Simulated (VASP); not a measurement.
# CrTe2 (P-3m1) in VASP: single point with LDA

Aim: the single point of CrTe2 with LDA.

Program: VASP 6.6.1. These are calculated values, not measurements. Logs are shortened: lines on timing, memory, paths and dates and some standing lists are left out, and cuts for length are marked.

### Step 1. The crystal as given

The structure is trigonal, space group P-3m1 (No. 164). Conventional cell: a = 3.790 Å, b = 3.790 Å, c = 6.130 Å, α = 90.00°, β = 90.00°, γ = 120.00°. Cr (site symmetry -3m) has 6 Te at 2.66 Å as nearest neighbours. Around Te (site symmetry 3m) lie 3 Cr at 2.66 Å.

The cell was built by a generator and isn't the measured one.

### Step 2. Single point, LDA, non-collinear spin, ferromagnetic start, spin-orbit coupling

INCAR reads:

```
SYSTEM = CrTe2
PREC = Accurate
ENCUT = 520
EDIFF = 1E-7
ISMEAR = -1
SIGMA = 0.05
LREAL = .FALSE.
LASPH = .TRUE.
NELM = 150
ALGO = Normal
ISIF = 2
LWAVE = .FALSE.
LCHARG = .FALSE.
MAGMOM = 2.121 2.121 0 0 0 0 0 0 0
LORBIT = 11
LSORBIT = .TRUE.
GGA_COMPAT = .FALSE.
LORBMOM = .TRUE.
LMAXMIX = 4
GGA = CA
SAXIS = 1 0 0
```

KPOINTS reads:

```
Automatic mesh
0
G
  10 10 6
  0 0 0
```

POSCAR reads:

```
CrTe2
1.0
    3.7900000000      0.0000000000      0.0000000000
   -1.8950000000      3.2822362800      0.0000000000
    0.0000000000      0.0000000000      6.1300000000
Cr Te
1 2
Direct
    0.0000000000      0.0000000000      0.0000000000
    0.3333334000      0.6666668000      0.2458662000
    0.6666667000      0.3333334000      0.7541338000
```

Potentials or basis: VASP PAW LDA potentials, release 64 (Cr_pv, Te).

On the command line:

```
$ cat potpaw_LDA.64/Cr_pv/POTCAR potpaw_LDA.64/Te/POTCAR > POTCAR
$ mpirun -np 1 vasp_ncl > vasp.out
```

OUTCAR:

```text
SYSTEM = CrTe2
   PREC = Accurate
   ENCUT = 520
   EDIFF = 1E-7
   ISMEAR = -1
   LREAL = .FALSE.
   LASPH = .TRUE.
   NELM = 150
   ISIF = 2
   LORBIT = 11
   LSORBIT = .TRUE.
   GGA = CA

 ion  position               nearest neighbor table
   1  0.000  0.000  0.000-   3 2.66   2 2.66   2 2.66   3 2.66   3 2.66   2 2.66
   2  0.333  0.667  0.246-   1 2.66   1 2.66   1 2.66
   3  0.667  0.333  0.754-   1 2.66   1 2.66   1 2.66

  LATTYP: Found a hexagonal cell.
 ALAT       =     3.7900000000
 C/A-ratio  =     1.6174142480

  Lattice vectors:

 A1 = (   3.7900000000,   0.0000000000,   0.0000000000)
 A2 = (  -1.8950000000,   3.2822362800,   0.0000000000)
 A3 = (   0.0000000000,   0.0000000000,   6.1300000000)

Analysis of symmetry for initial positions (statically):
=====================================================================
 Subroutine PRICEL returns:
 Original cell was already a primitive cell.

 Routine SETGRP: Setting up the symmetry group for a
 hexagonal supercell.

 Subroutine GETGRP returns: Found 12 space group operations
 (whereof 12 operations were pure point group operations)
 out of a pool of 24 trial point group operations.

The static configuration has the point symmetry D_3d.

Analysis of symmetry for dynamics (positions and initial velocities):
=====================================================================
 Subroutine PRICEL returns:
 Original cell was already a primitive cell.

 Routine SETGRP: Setting up the symmetry group for a
 hexagonal supercell.

 Subroutine GETGRP returns: Found 12 space group operations
 (whereof 12 operations were pure point group operations)
 out of a pool of 24 trial point group operations.

The dynamic configuration has the point symmetry D_3d.

Analysis of structural, dynamic, and magnetic symmetry:
=====================================================================
 Subroutine PRICEL returns:
 Original cell was already a primitive cell.

 Routine SETGRP: Setting up the symmetry group for a
 hexagonal supercell.

 Subroutine GETGRP returns: Found  2 space group operations
 (whereof  2 operations were pure point group operations)
 out of a pool of 24 trial point group operations.

The overall configuration has the point symmetry S_2 .

 Subroutine INISYM returns: Found  2 space group operations
 (whereof  2 operations are pure point group operations),
 and found     1 'primitive' translations

----------------------------------------------------------------------------------------

                                     Primitive cell

  volume of cell :      76.2552

  direct lattice vectors                    reciprocal lattice vectors
     3.790000000  0.000000000  0.000000000     0.263852243  0.152335163  0.000000000
    -1.895000000  3.282236280  0.000000000     0.000000000  0.304670327  0.000000000
     0.000000000  0.000000000  6.130000000     0.000000000  0.000000000  0.163132137

  length of vectors
     3.790000000  3.790000000  6.130000000     0.304670327  0.304670327  0.163132137

  position of ions in fractional coordinates (direct lattice)
     0.000000000  0.000000000  0.000000000
     0.333333400  0.666666800  0.245866200
     0.666666700  0.333333400  0.754133800

  ion indices of the primitive-cell ions
   primitive index   ion index
                 1           1
                 2           2
                 3           3

----------------------------------------------------------------------------------------

 KPOINTS: Automatic mesh

Automatic generation of k-mesh.
 Grid dimensions read from file:
 generate k-points for:   10   10    6

 Generating k-lattice:

  Cartesian coordinates                     Fractional coordinates (reciprocal lattice)
     0.026385224  0.015233516  0.000000000     0.100000000  0.000000000  0.000000000
     0.000000000  0.030467033  0.000000000     0.000000000  0.100000000  0.000000000
     0.000000000  0.000000000  0.027188690     0.000000000  0.000000000  0.166666667

  Length of vectors
     0.030467033  0.030467033  0.027188690

  Shift w.r.t. Gamma in fractional coordinates (k-lattice)
     0.000000000  0.000000000  0.000000000

 Subroutine IBZKPT returns following result:
 ===========================================

 Found    304 irreducible k-points:

 Following reciprocal coordinates:
            Coordinates               Weight
  0.000000  0.000000  0.000000      1.000000
  0.100000  0.000000  0.000000      2.000000
  0.000000  0.100000  0.000000      2.000000
 -0.100000  0.100000  0.000000      2.000000
  0.200000  0.000000  0.000000      2.000000
  0.000000  0.200000  0.000000      2.000000
[... 16 lines left out ...]
 -0.200000  0.300000  0.000000      2.000000
  0.100000  0.200000  0.000000      2.000000
 [... further k-points ...]
   k-points           NKPTS =    304   k-points in BZ     NKDIM =    304   number of bands    NBANDS=     34
[... 25 lines left out ...]
   POTIM  = 0.5000    time-step for ionic-motion
   TEBEG  =    0.0;   TEEND  =   0.0 temperature during run
   PSTRESS=    0.0 pullay stress
   NELECT =      24.0000    total number of electrons
   NUPDOWN=      -1.0000    fix difference up-down
   EMIN   =  10.00;   EMAX   =-10.00  energy-range for DOS
   EFERMI =   0.00;   METHOD = LEGACY
   ISMEAR =    -1;   SIGMA  =   0.05  broadening in eV -4-tet -1-fermi 0-gaus
   EFERMI_NEDOS =   21; number of points for ismear=-14 and -15
   IALGO  =     38    algorithm
   IMIX   =      4    mixing-type and parameters
     AMIX     =   0.40;   BMIX     =  1.00
     AMIX_MAG =   1.60;   BMIX_MAG =  1.00
  volume/ion in A,a.u.               =      25.42       171.53
  Fermi-wavevector in a.u.,A,eV,Ry     =   1.113582  2.104364 16.872097  1.240064
  Thomas-Fermi vector in A             =   2.250168
   LORBIT       =     11    0 simple, 1 ext, 2 COOP (PROOUT), +10 PAW based schemes
   GGA     = CA    functional components
   LHFCALC =     F    Hartree Fock is set to
   AEXX    =    0.0000 exact exchange contribution
   IVDW    =     0    specifies the selected vdW correction
   LEPSILON=     F    determine dielectric tensor
   LRPA    =     F    only Hartree local field effects (RPA)
  energy-cutoff  :      520.00
  volume of cell :       76.26
 maximum number of plane-waves:      4140
   NGX = 15   NGY = 15   NGZ = 23

 number of electron      24.0000004 magnetization       1.5807374      1.5805950     -0.0000018

 number of electron      24.0000005 magnetization       1.6885123      1.6897657      0.0003339

 Free energy of the ion-electron system (eV)
  ---------------------------------------------------
  ext. energy  EPLUGINS =         0.00000000
  ---------------------------------------------------
  free energy    TOTEN  =       -18.63304427 eV

  energy without entropy =      -18.62040036  energy(sigma->0) =      -18.62672232

 E-fermi :   6.6238     XC(G=0): -10.2344

 val. band max:        6.6209585357   @ k =  -0.2000   0.1000   0.0000
 cond. band min:       6.6259998635   @ k =  -0.3000   0.3000   0.0000
 fundamental gap:      0.0050413278
 Fermi energy:         6.6238072096

 k-point     1 :       0.0000    0.0000    0.0000
  band No.  band energies     occupation
      1     -37.1660      1.00000
      2     -36.8495      1.00000
      3     -36.3991      1.00000
      4     -34.6332      1.00000
      5     -34.3260      1.00000
      6     -34.0641      1.00000
[... 877 lines left out ...]
     33      11.1507      0.00000
     34      12.3333      0.00000

 [... further k-points ...]

------------------------ aborting loop because EDIFF is reached ----------------------------------------

  FORCE on cell =-STRESS in cart. coord.  units (eV):
  Direction    XX          YY          ZZ          XY          YZ          ZX
  --------------------------------------------------------------------------------------
  -------------------------------------------------------------------------------------
  Total       -1.4709484     -1.4753646     -1.2673184      0.0000031     -0.0006736      0.0000015
  in kB      -30.9056941    -30.9984812    -26.6272789      0.0000649     -0.0141534      0.0000313
  external PRESSURE =     -29.5104847 kB  Pullay stress =       0.0000000 kB

 VOLUME and BASIS-vectors are now :
 -----------------------------------------------------------------------------
  energy-cutoff  :      520.00
  volume of cell :       76.26
      direct lattice vectors                 reciprocal lattice vectors
     3.790000000  0.000000000  0.000000000     0.263852243  0.152335163  0.000000000
    -1.895000000  3.282236280  0.000000000     0.000000000  0.304670327  0.000000000
     0.000000000  0.000000000  6.130000000     0.000000000  0.000000000  0.163132137

 POSITION                                       TOTAL-FORCE (eV/Angst)
 -----------------------------------------------------------------------------------
      0.00000      0.00000      0.00000         0.000000      0.000000      0.000000
      0.00000      2.18816      1.50716        -0.000000     -0.000203      0.008243
      1.89500      1.09408      4.62284         0.000000      0.000203     -0.008243
 -----------------------------------------------------------------------------------
    total drift:                                0.000000     -0.000173     -0.000000

  FREE ENERGIE OF THE ION-ELECTRON SYSTEM (eV)
  ---------------------------------------------------
  free  energy   TOTEN  =       -18.6330442710 eV

  energy  without entropy=      -18.6204003624  energy(sigma->0) =      -18.62672232

 orbital moment (x)

 # of ion     p       d       tot
 ----------------------------------------
  1        -0.000   0.000   0.000
  2        -0.000  -0.000  -0.000
  3        -0.000  -0.000  -0.000
 ----------------------------------------
           -0.000   0.000   0.000

 orbital moment (y)

 # of ion     p       d       tot
 ----------------------------------------
  1        -0.001   0.013   0.012
  2        -0.002  -0.001  -0.002
  3        -0.002  -0.001  -0.002
 ----------------------------------------
           -0.005   0.012   0.008

 orbital moment (z)

 # of ion     p       d       tot
 ----------------------------------------
  1         0.001  -0.007  -0.006
  2         0.001   0.000   0.002
  3         0.001   0.000   0.002
 ----------------------------------------
            0.004  -0.006  -0.002

 Spin-Orbit-Coupling matrix elements

 Ion:    1  E_soc:     -0.0272648
 l=   1
     0.0000000    -0.0034784    -0.0034648
    -0.0034784     0.0000000    -0.0034736
    -0.0034648    -0.0034736     0.0000000
 l=   2
     0.0000000    -0.0002102     0.0000000    -0.0002582    -0.0006962
    -0.0002102     0.0000000    -0.0006385    -0.0003249    -0.0002695
     0.0000000    -0.0006385     0.0000000    -0.0005543     0.0000000
    -0.0002582    -0.0003249    -0.0005543     0.0000000    -0.0002639
    -0.0006962    -0.0002695     0.0000000    -0.0002639     0.0000000
 l=   3
     0.0000000     0.0000000     0.0000000     0.0000000     0.0000000     0.0000000     0.0000000
     0.0000000     0.0000000     0.0000000     0.0000000     0.0000000     0.0000000     0.0000000
     0.0000000     0.0000000     0.0000000     0.0000000     0.0000000     0.0000000     0.0000000
     0.0000000     0.0000000     0.0000000     0.0000000     0.0000000     0.0000000     0.0000000
[... 29 lines left out ...]
 l=   2
     0.0000000    -0.0000272     0.0000000    -0.0000279    -0.0001103
    -0.0000272     0.0000000    -0.0000654     0.0000026    -0.0000278
     0.0000000    -0.0000654     0.0000000    -0.0000671     0.0000000
    -0.0000279     0.0000026    -0.0000671     0.0000000    -0.0000273
    -0.0001103    -0.0000278     0.0000000    -0.0000273     0.0000000
 l=   3
     0.0000000     0.0000000     0.0000000     0.0000000     0.0000000     0.0000000     0.0000000
     0.0000000     0.0000000     0.0000000     0.0000000     0.0000000     0.0000000     0.0000000
     0.0000000     0.0000000     0.0000000     0.0000000     0.0000000     0.0000000     0.0000000
     0.0000000     0.0000000     0.0000000     0.0000000     0.0000000     0.0000000     0.0000000
     0.0000000     0.0000000     0.0000000     0.0000000     0.0000000     0.0000000     0.0000000
     0.0000000     0.0000000     0.0000000     0.0000000     0.0000000     0.0000000     0.0000000
     0.0000000     0.0000000     0.0000000     0.0000000     0.0000000     0.0000000     0.0000000

 total charge

# of ion       s       p       d       tot
------------------------------------------
    1        0.295   6.255   4.202  10.752
    2        1.390   1.968   0.046   3.404
    3        1.390   1.968   0.046   3.404
--------------------------------------------------
tot          3.074  10.191   4.295  17.560

 magnetization (x)

# of ion       s       p       d       tot
------------------------------------------
    1        0.027   0.013   1.761   1.801
    2       -0.001  -0.089   0.005  -0.085
    3       -0.001  -0.089   0.005  -0.085
--------------------------------------------------
tot          0.024  -0.166   1.772   1.631

 magnetization (y)

# of ion       s       p       d       tot
------------------------------------------
    1        0.027   0.013   1.762   1.802
    2       -0.001  -0.089   0.006  -0.085
    3       -0.001  -0.089   0.006  -0.085
--------------------------------------------------
tot          0.025  -0.166   1.773   1.632

 magnetization (z)

# of ion       s       p       d       tot
------------------------------------------
    1        0.000   0.000   0.000   0.000
    2       -0.000  -0.000   0.000  -0.000
    3       -0.000  -0.000   0.000  -0.000
--------------------------------------------------
tot          0.000  -0.000   0.000   0.000
```

It took 17 min on 1 thread of Intel Xeon 6975P-C (Granite Rapids), shared host; peak memory 1.1 GiB.

What came out:

```
Free energy                                           : -18.6330 eV
Pressure                                              : -3.0 GPa
Largest force                                         : 0.008 eV/Å
Net moment                                            : 2.39 μB per cell
Valence electrons inside the program's atomic spheres : Cr 10.75; Te 3.40
```

Forces on the atoms (eV/Å):
```
Cr   0.000  0.000  0.000
Te   0.000  0.000  0.008
Te   0.000  0.000 -0.008
```

Moments on the atoms (μB; x, y, z):
```
Cr   1.80  1.80  0.00
Te  -0.09 -0.09  0.00
Te  -0.09 -0.09  0.00
```

Caveat: a cell with one magnetic atom can't hold antiferromagnetic order, which such compounds often take.
